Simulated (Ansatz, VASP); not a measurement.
# Cross-check of NiTeS (1T-NiSTe monolayer) between VASP and Ansatz

One calculation is typed for both programs; each brings its own data sets. How far apart do they land? The cell is taken from a series of runs on this material, whose earlier steps may have relaxed, scaled, displaced or heated it; both programs get it as it stands.

Main program and level: Ansatz 0.2.0; plane waves, with VASP 6.6.1 beside it; single point at PBE.

### 1. Set-up

The cell holds 3 atoms: 1 Te, 1 Ni and 1 S. Cell: a = 3.522 Å, b = 3.522 Å, c = 28.483 Å, α = 90.0°, β = 90.0°, γ = 120.0°. Vacuum lies along c.

### 2. VASP: single point, PBE

A single point gives forces, pressure and levels at one fixed geometry, so differences don't come from the geometry; what else differs is listed under the comparison.

Lines of VASP's logs that name or quote its potential files are left out, and so is its time.

Contents of INCAR:

```
SYSTEM = NiTeS
PREC = Accurate
ENCUT = 520
EDIFF = 1E-06
NELM = 120
ISMEAR = -1
SIGMA = 0.05
LREAL = .FALSE.
ALGO = Normal
GGA = PE
NBANDS = 17
LASPH = .TRUE.
LORBIT = 11
LWAVE = .FALSE.
LCHARG = .FALSE.
ISIF = 2
LDIPOL = .TRUE.
IDIPOL = 3
DIPOL = 0.5 0.5 0.325
LVHAR = .TRUE.
GGA_COMPAT = .FALSE.
NELMDL = -8
```

Contents of POSCAR:

```
NiTeS
1.0
    3.5219761179      0.0000000000      0.0000000000
   -1.7609880589      3.0501207896      0.0000000000
    0.0000000000      0.0000000000     28.4828811000
Te Ni S
1 1 1
Direct
    0.6666666667      0.3333333333      0.2765562260
    0.0000000000      1.0000000000      0.3306017251
    0.3333333334      0.6666666666      0.3684615381
```

Contents of KPOINTS:

```
Automatic mesh
0
Gamma
9 9 1
0 0 0
```

Potentials, in the order of the species: Te, Ni and S (PBE family, release 64).

On the command line:

```bash
mpirun -np 1 vasp_std
```

Numbers of over 12 decimals in the logs are rounded to 6 here.

The program printed:

```text
[banner, memory and clock lines left out]
running    1 mpi-ranks, on    1 nodes
 distrk:  each k-point on    1 cores,    1 groups
 distr:  one band on    1 cores,    1 groups

 POSCAR found type information on POSCAR TeNiS
 POSCAR found :  3 types and       3 ions
 LDA part: xc-table for (Slater+PW92), standard interpolation
 POSCAR, INCAR and KPOINTS ok, starting setup
 FFT: planning ... GRIDC
 FFT: planning ... GRID_SOFT
 FFT: planning ... GRID
 WAVECAR not read
 entering main loop
       N       E                     dE             d eps       ncg     rms          rms(c)
DAV:   1     0.143572731246E+03    0.14357E+03   -0.71949E+03   408   0.925E+02
DAV:   2     0.326314456342E+01   -0.14031E+03   -0.13410E+03   533   0.209E+02
DAV:   3    -0.145976295204E+02   -0.17861E+02   -0.17464E+02   504   0.756E+01
DAV:   4    -0.152612654783E+02   -0.66364E+00   -0.66034E+00   569   0.173E+01
DAV:   5    -0.152800873182E+02   -0.18822E-01   -0.18819E-01   653   0.261E+00
DAV:   6    -0.152801963146E+02   -0.10900E-03   -0.10899E-03   637   0.192E-01
DAV:   7    -0.152802012060E+02   -0.48914E-05   -0.48913E-05   646   0.361E-02
DAV:   8    -0.152802012453E+02   -0.39351E-07   -0.39398E-07   493   0.345E-03    0.165E+01
DAV:   9    -0.215876899903E+02   -0.63075E+01   -0.51415E+01   449   0.157E+02    0.303E+01
DAV:  10    -0.148983136254E+02    0.66894E+01   -0.89685E+00   527   0.647E+01    0.135E+01
DAV:  11    -0.134744468732E+02    0.14239E+01   -0.11240E+01   609   0.776E+01    0.771E+00
DAV:  12    -0.131478997211E+02    0.32655E+00   -0.28164E+00   568   0.293E+01    0.227E+00
DAV:  13    -0.131299938504E+02    0.17906E-01   -0.27805E-01   549   0.380E+00    0.141E+00
DAV:  14    -0.131301256064E+02   -0.13176E-03   -0.28344E-02   478   0.119E+00    0.136E+00
[...]
DAV:  21    -0.131245940002E+02   -0.31515E-04   -0.12800E-05   508   0.407E-02    0.128E-02
DAV:  22    -0.131246453170E+02   -0.51317E-04   -0.13119E-05   476   0.170E-02    0.225E-02
DAV:  23    -0.131246708177E+02   -0.25501E-04   -0.28479E-06   392   0.242E-02    0.927E-03
DAV:  24    -0.131246905344E+02   -0.19717E-04   -0.16263E-06   404   0.960E-03    0.498E-03
DAV:  25    -0.131247007055E+02   -0.10171E-04   -0.63823E-07   444   0.519E-03    0.296E-03
DAV:  26    -0.131247060540E+02   -0.53485E-05   -0.16627E-07   431   0.405E-03    0.167E-03
DAV:  27    -0.131247106318E+02   -0.45778E-05   -0.15379E-07   427   0.228E-03    0.124E-03
DAV:  28    -0.131247114854E+02   -0.85358E-06   -0.11587E-08   479   0.131E-03
   1 F= -.13124711E+02 E0= -.13114823E+02  d E =-.197778E-01
```

From OUTCAR (step 2):

```text
ion  position               nearest neighbor table
   1  0.667  0.333  0.277-   2 2.55   2 2.55   2 2.55
   2  0.000  0.000  0.331-   3 2.30   3 2.30   3 2.30   1 2.55   1 2.55   1 2.55
   3  0.333  0.667  0.368-   2 2.30   2 2.30   2 2.30

  LATTYP: Found a hexagonal cell.
 ALAT       =     3.5219761179
 C/A-ratio  =     8.0871874614

 Subroutine GETGRP returns: Found  6 space group operations
 (whereof  6 operations were pure point group operations)

The static configuration has the point symmetry C_3v.

 Found     12 irreducible k-points:

   k-points           NKPTS =     12   k-points in BZ     NKDIM =     12   number of bands    NBANDS=     17

   dimension x,y,z NGX =    28 NGY =   28 NGZ =  216
   dimension x,y,z NGXF=    56 NGYF=   56 NGZF=  432

   ENCUT  =  520.0 eV  38.22 Ry    6.18 a.u.   6.55  6.55 52.96*2*pi/ulx,y,z

   NELECT =      22.0000    total number of electrons

 k-points in reciprocal lattice and weights: Automatic mesh
   0.00000000  0.00000000  0.00000000       0.012
   0.11111111  0.00000000  0.00000000       0.074
   0.22222222 -0.00000000  0.00000000       0.074
   0.33333333 -0.00000000  0.00000000       0.074
   0.44444444 -0.00000000  0.00000000       0.074
   0.11111111  0.11111111  0.00000000       0.074
   0.22222222  0.11111111  0.00000000       0.148
   0.33333333  0.11111111  0.00000000       0.148
   0.44444444  0.11111111  0.00000000       0.074
   0.22222222  0.22222222  0.00000000       0.074
   0.33333333  0.22222222  0.00000000       0.148
   0.33333333  0.33333333  0.00000000       0.025

 dipolmoment           0.000000      0.000000      0.086552 electrons x Angstroem

 average (electrostatic) potential at core
       1 -97.7291       2 -94.6849       3 -94.4407

 E-fermi :  -2.7595

 k-point     1 :       0.0000    0.0000    0.0000
  band No.  band energies     occupation
    ...
      5      -6.6294      2.00000
      6      -5.0629      2.00000
      7      -5.0629      2.00000
      8      -4.8441      2.00000
      9      -3.2651      1.99992
     10      -2.3833      0.00108
     11      -2.3833      0.00108
     12      -0.6023      0.00000
     13      -0.6023      0.00000
     14       0.9786      0.00000
    ...

 k-point     2 :       0.1111    0.0000    0.0000
  band No.  band energies     occupation
    ...
      6      -5.1768      2.00000
      7      -5.1163      2.00000
      8      -4.7920      2.00000
      9      -3.3671      1.99999
     10      -2.8515      1.72595
     11      -2.5955      0.07263
     12      -1.4695      0.00000
     13      -0.7645      0.00000
     14       1.1956      0.00000
     15       2.0522      0.00000
    ...

 k-point     3 :       0.2222   -0.0000    0.0000
  band No.  band energies     occupation
    ...
      7      -5.2198      2.00000
      8      -4.8463      2.00000
      9      -4.0280      2.00000
     10      -3.1536      1.99925
     11      -3.1283      1.99875
     12      -2.4290      0.00269
     13      -1.0238      0.00000
     14       1.7473      0.00000
     15       2.6146      0.00000
     16       2.6876      0.00000
    ...

  Total       -0.0336313     -0.0336313     -0.0230788     -0.0000000      0.0000000      0.0000000
  in kB       -0.1761030     -0.1761030     -0.1208472     -0.0000000      0.0000000      0.0000000
  external PRESSURE =      -0.1576844 kB  Pullay stress =       0.0000000 kB

  energy-cutoff  :      520.00
  volume of cell :      305.98
      direct lattice vectors                 reciprocal lattice vectors
     3.521976118  0.000000000  0.000000000     0.283931511  0.163927934  0.000000000
    -1.760988059  3.050120790  0.000000000     0.000000000  0.327855868  0.000000000
     0.000000000  0.000000000 28.482881100     0.000000000  0.000000000  0.035108808

 POSITION                                       TOTAL-FORCE (eV/Angst)
 -----------------------------------------------------------------------------------
      1.76099      1.01671      7.87712         0.000000      0.000000     -0.000980
      0.00000      0.00000      9.41649        -0.000000     -0.000000      0.020774
      0.00000      2.03341     10.49485        -0.000000      0.000000     -0.019794
 -----------------------------------------------------------------------------------
    total drift:                               -0.000000      0.000000     -0.001206

  FREE ENERGIE OF THE ION-ELECTRON SYSTEM (eV)
  ---------------------------------------------------
  free  energy   TOTEN  =       -13.1247114854 eV

  energy  without entropy=      -13.1049336444  energy(sigma->0) =      -13.11482256

 vacuum level on the upper side and lower side of the slab         3.079         1.623

 total charge
# of ion       s       p       d       tot
------------------------------------------
    1        1.403   1.881   0.057   3.340
    2        0.454   0.563   8.334   9.352
    3        1.365   2.251   0.000   3.616
--------------------------------------------------
tot          3.222   4.695   8.391  16.308

[... 3 further parts left out ...]
```

This run has no spin polarisation, so a moment on Ni, if there is one, isn't seen.

### 3. Ansatz: single point, PBE

Ansatz runs on its default PAW (the set named soft_2) files.

The same cell, functional, mesh and smearing now go to Ansatz, which takes its cutoff from its data sets.

Contents of input.yaml:

```yaml
crystal:
  lattice:
    - [3.5219761179, 0.0, 0.0]
    - [-1.7609880589, 3.0501207896, 0.0]
    - [0.0, 0.0, 28.4828811]
  atoms:
    - { symbol: Te, position: [0.6666666667, 0.3333333333, 0.276556226] }
    - { symbol: Ni, position: [0.0, 0.0, 0.3306017251] }
    - { symbol: S, position: [0.3333333333, 0.6666666667, 0.3684615381] }
kpoints:
  mp_grid: { grid: [9, 9, 1] }
hamiltonian:
  xc: pbe
scf:
  occupations: { method: fermi_dirac, width: 0.05 }
efield:
  axis: 3
  dipole_correction: true
  ramp_width: 0.05
output:
  forces: true
  write_potential: true
  write_density: true
  volumetric_format: npy
```

On the command line:

```bash
ansatz run input.yaml --threads 4 --pin off --max-ram 8192MiB --backend cpu --events-out ev --progress --plain --runs-dir out
```

The program printed:

```text
Engine: ansatz 0.2.0, x86_64-unknown-linux-gnu
Pseudopotentials: kind: paw
Pseudopotential: Te, paw, valence charge 16, recommended cutoff 420 eV (normal), Te.paw.azcp
Pseudopotential: Ni, paw, valence charge 18, recommended cutoff 420 eV (normal), Ni.paw.azcp
Pseudopotential: S, paw, valence charge 6, recommended cutoff 420 eV (normal), S.paw.azcp
Functional definition: PBE
  parameter kappa = 0.804
  parameter beta = 0.066725
  exchange = pbe_x(kappa = kappa, mu = beta*pi^2/3)
  correlation = pbe_c(beta = beta)
Crystal: 3 atoms, lattice volume = 305.976 Å³
Basis set: ecut = 420 eV, 5909 PW (Γ), exchange–correlation on 48×48×384 points (8 copies of the dense FFT grid, shifted against one another)
Bands: 24, of which v1, the nominal top of the filled ones, is band 20 counted from 1 (19 counted from 0)
Symmetry: 6 space group operations
Space group: P3m1 (ITA 156), of the structure as read, at distance tolerance 6.7e-5 Å
k-points: 12 of 81 (time reversal used)
Non-local potential: Te, projectors of the file, l = 0: 2, l = 1: 2, l = 2: 2, l = 3: 2
Non-local potential: Ni, projectors of the file, l = 0: 3, l = 1: 2, l = 2: 3, l = 3: 1
Non-local potential: S, projectors of the file, l = 0: 2, l = 1: 2, l = 2: 2
PAW form: soft (Blöchl's): semilocal exchange-correlation on the pseudo side does not see the compensation charge
PAW one-centre angular grid: Te, 590 points (default); XC on 64 Gauss nodes
PAW one-centre angular grid: Ni, 590 points (default); XC on 64 Gauss nodes
PAW one-centre angular grid: S, 110 points (default); XC on 64 Gauss nodes
Initial density: superposition of atomic densities (neutral atoms: chi_scale 0, normalization atom), corrected by the library's trained network
Initial wavefunctions: pseudopotential atomic-orbital guess
Functional: x = pbe(κ = 0.804, μ = 0.219515), c = pbe(β = 0.066725)
SCF iter   1: F=—  HF=-13722.147112 eV  |F-HF|=—  |Δ(HF+E_count)|=         —  Δρ=2.52e-3  dr2=1.07e-1  ethr=1.77e-3  p=-0.098 e·Å  D=-5.80e-2 V/Å  ΔV_dip=1.65 eV  dr2_dipole=1.47e-2  V_vac-E_F(+/−)=5.93/4.28 eV  ⟨swp⟩=10.6  Hψ=1796  notcnv=0
efield: sawtooth ramp at fractional position 0.7975 (placed from the atoms, in the widest stretch of the axis that holds none; the zero of the levels goes with the place), width 0.0500; the density the first Hamiltonian is built on has a dipole p = -0.098 e·Å; the dipole correction subtracts the counter field D = -5.80e-2 V/Å, which shifts the + side's vacuum level by +1.65 eV against the − side's; the planar-averaged density in the ramp window peaks in size at 5.1e-6 e/Å³
preconditioner: auto → LDOS  [metal: Δε(μ)=0.090 eV  Ē_g=7.538 eV  σ=0.050 eV  W_gap=0.37  n_scr=16 (ndim 8)  ℏωp=10.0 eV  f_vac=0.771  D(μ)=2.58/eV (n_scr^D=10)  β→1.0]
SCF iter   2: F=—  HF=-13722.140544 eV  |F-HF|=—  |Δ(HF+E_count)|=   6.57e-3  Δρ=1.01e-3  dr2=2.51e-3  ethr=2.68e-4  p=-0.090 e·Å  D=-5.31e-2 V/Å  ΔV_dip=1.51 eV  dr2_dipole=2.63e-5  V_vac-E_F(+/−)=5.88/4.37 eV  ⟨swp⟩=3.0  Hψ=445  notcnv=0
SCF iter   3: F=—  HF=-13722.141120 eV  |F-HF|=—  |Δ(HF+E_count)|=   5.76e-4  Δρ=7.18e-4  dr2=2.55e-3  ethr=6.28e-6  p=-0.090 e·Å  D=-5.30e-2 V/Å  ΔV_dip=1.51 eV  dr2_dipole=2.85e-4  V_vac-E_F(+/−)=5.86/4.35 eV  ⟨swp⟩=2.9  Hψ=686  notcnv=0
SCF iter   4: F=—  HF=-13722.140923 eV  |F-HF|=—  |Δ(HF+E_count)|=   1.97e-4  Δρ=6.14e-4  dr2=9.30e-4  ethr=6.28e-6  p=-0.088 e·Å  D=-5.22e-2 V/Å  ΔV_dip=1.49 eV  dr2_dipole=3.27e-5  V_vac-E_F(+/−)=5.85/4.36 eV  ⟨swp⟩=3.2  Hψ=571  notcnv=0
SCF iter   5: F=—  HF=-13722.140861 eV  |F-HF|=—  |Δ(HF+E_count)|=   6.15e-5  Δρ=1.09e-4  dr2=2.86e-5  ethr=2.33e-6  p=-0.088 e·Å  D=-5.19e-2 V/Å  ΔV_dip=1.48 eV  dr2_dipole=6.64e-10  V_vac-E_F(+/−)=5.85/4.37 eV  ⟨swp⟩=2.3  Hψ=418  notcnv=0
SCF iter   6: F=—  HF=-13722.140901 eV  |F-HF|=—  |Δ(HF+E_count)|=   3.93e-5  Δρ=1.87e-5  dr2=1.64e-6  ethr=7.14e-8  p=-0.088 e·Å  D=-5.18e-2 V/Å  ΔV_dip=1.48 eV  dr2_dipole=9.06e-8  V_vac-E_F(+/−)=5.85/4.37 eV  ⟨swp⟩=2.6  Hψ=499  notcnv=0
iter 7 met the thresholds in force, and the SCF goes on: an eigenvalue changes by 21.34 meV, over its tolerance of 10.00 meV (output.eigenvalues, Limitations)
SCF iter   7: F=-13722.140903 eV  HF=-13722.140903 eV  |F-HF|=4.00e-7  |Δ(HF+E_count)|=   2.38e-6  Δρ=5.90e-6  dr2=7.71e-8  ethr=2.50e-10  p=-0.088 e·Å  D=-5.18e-2 V/Å  ΔV_dip=1.48 eV  dr2_dipole=2.15e-9  V_vac-E_F(+/−)=5.85/4.37 eV  ⟨swp⟩=13.2  Hψ=2605  notcnv=0
SCF iter   8: F=-13722.140903 eV  HF=-13722.140903 eV  |F-HF|=3.45e-8  |Δ(HF+E_count)|=   3.99e-7  Δρ=2.49e-6  dr2=1.27e-8  ethr=1.93e-10  p=-0.088 e·Å  D=-5.18e-2 V/Å  ΔV_dip=1.48 eV  dr2_dipole=6.29e-12  V_vac-E_F(+/−)=5.84/4.37 eV  ⟨swp⟩=9.4  Hψ=2107  notcnv=0
SCF 1 converged in 8 iterations: F = -13722.140903 eV  dr2 = 1.27e-8
  greatest PAW one-centre occupation: 1.000 electrons in one spin orbital (limit 2), on the Ni atom at site 1 (counted from 0), in its partial waves of l = 1
WARN: The input density's exchange-correlation potential varies sharply where the density is thin. Do not read a vacuum level from v_tot or v_xc, or from such a field of the output density. On a cell that repeats whose density bears no net charge and no dipole along the vacuum's axis use v_es (v_loc + v_h of the components); under efield.dipole_correction with no amplitude use v_es + v_field, which holds any external [...]
SCF converged after 8 iterations
an eigenvalue changed by more than its tolerance at an iteration that met the thresholds in force, so the SCF went on 1 time: the last check found none over its tolerance
Free energy (F): -13722.140903 eV
Harris-Foulkes:  -13722.140903 eV  (|F-HF|=3.45e-8)
Internal energy: -13722.121314 eV  (E = F + TS)
E sigma→0 (E₀):  -13722.131109 eV
Entropy (-TS):   -0.019589 eV (-6.530 meV/atom)
Fermi energy:    -2.046766 eV
Dipole field:    D = -0.051822 V/Å  (p = -0.087627 e·Å, saw-weighted, corrected)
Work function:   Φ+ = 5.8450 eV   Φ− = 4.3690 eV
Levels:          The Fermi level and band energies are counted from a zero that moves with the ramp; work functions are not
--- Per-component energies (eV) ---
  E_band       = -1146.642666
  E_kinetic    = 568.618374
  E_local      = -54076.509468  (includes V_loc(G=0)·N_el)
  E_nonlocal   = 353.321828
  E_hartree    = 26608.925110
  E_xc         = -305.496939
  E_vxc        = -299.995410  (∫ρ·V_xc dr)
  E_paw        = -6891.993573  (= ΣΔE_a)
  E_vpaw       = -909.478602  (= ΣTr[D̂ρ^β])
  E_aug_tail   = 0.000296  (compensation charges beyond the density's cutoff)
  E_efield     = 0.002270  (sawtooth field / dipole correction)
  E_vefield    = -0.458720  (∫n·V_field dr)
  E_ewald      = 20021.010787
  E_smearing   = -0.019589  (= −TS)
  E_closure    = 0.000000  (closes the sum)
  Σ components = -13722.140903   (vs F -13722.140903, Δ=0.00e0)
--- Forces (eV/Å), atoms counted from 1 ---
  atom   1  Te     0.00000000     0.00000000    -0.00044683
  atom   2  Ni     0.00000000    -0.00000000     0.00065262
  atom   3  S      0.00000000     0.00000000    -0.00021209
  max |Σ_I F_I| component: 6.30e-6 eV/Å
--- Band table (eV; the first three rows and the last of 12) ---
  k-point 0: bands = [... 16 lower, -4.1369, -2.5542, -1.6859, -1.6859, 0.1089, 0.1089, 1.6780, 2.6037]
  k-point 1: bands = [... 16 lower, -4.0835, -2.6648, -2.1460, -1.8965, -0.7565, -0.0536, 1.8964, 2.8209]
  k-point 2: bands = [... 16 lower, -4.1361, -3.3196, -2.4519, -2.4187, -1.7122, -0.3119, 2.4490, 3.3416]
  k-point 11: bands = [... 16 lower, -4.7893, -3.9868, -3.7324, -3.3798, -2.2075, -0.9673, 2.8862, 4.5347]
```

The column dr2 measures how far the density is from self-consistency, as an energy; F and HF (Harris–Foulkes) agree once it is small.

### 4. Differences

Known differences besides the potentials themselves: the data sets hold 40 valence electrons in Ansatz (on its default PAW (the set named soft_2) files) and 22 in VASP; the cutoff is 420 eV in Ansatz and 520 eV in VASP. Total energies have different zeros and are not compared.

Compared:

```
                                   quantity  Ansatz  VASP  difference
 work function, lower of the two faces (eV)    4.37  4.38       -0.01
work function, higher of the two faces (eV)    5.85  5.84       +0.01
```

At this near-relaxed geometry the largest component of a force difference is 20 meV/Å. With vacuum in the cell, a pressure given here is an average over mostly empty space and none of the material.

### 5. Outcome

| Property | Result |
| --- | --- |
| difference in work function, lower of the two faces (single point, PBE) | -0.014 eV |
| r.m.s. force difference (single point, PBE) | 9.4 meV/Å |

What this shows: The r.m.s. force difference is 9.4 meV/Å (single point, PBE), within the 12 meV/Å picked in this series as the mark of a large difference. The data sets hold unlike numbers of valence electrons (40 in Ansatz and 22 in VASP), so part of the differences comes from the potentials. How closely two codes agree says nothing of how well the functional describes the real material.

[Lines on the potential files, build, host, timing and source positions are cut from VASP's logs without a mark.]

[Logs are printed without paths, hosts, clocks, repeated set-up lines and the standing remarks that a program may print on its own settings, such as how far it seeks lower states.]

[Hosts, paths, dates, database ids (printed as entryN), source tags and the programs' standing remarks are cut or masked in the printed files.]
